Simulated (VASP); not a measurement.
Consider the following.

```
CELL_PARAMETERS angstrom
      0.00000     2.80751     2.80751
      2.80751     0.00000     2.80751
      2.80751     2.80751     0.00000
ATOMIC_POSITIONS crystal
  Cd 0.00000 0.00000 0.00000
  F  0.25000 0.25000 0.25000
  F  0.75000 0.75000 0.75000
```

All values below come from revPBE GGA, VASP's PBE PAW potentials (set 64) (plane waves; VASP). Numerical set-up: 520 eV cut-off, 7×7×7 Γ-centred mesh, Gaussian smearing of 0.050 eV, potentials Cd F.

**Question.** Give the stress tensor in GPa (positive for a compressed cell).

**Answer.** 
```
-2.34   0.00   0.00
 0.00  -2.34   0.00
 0.00   0.00  -2.34
```
The pressure is its mean diagonal, -2.34 GPa.

The compound is CdF2 in the fluorite structure. This cell is one point of a volume scan, at 1.03 of the reference volume.
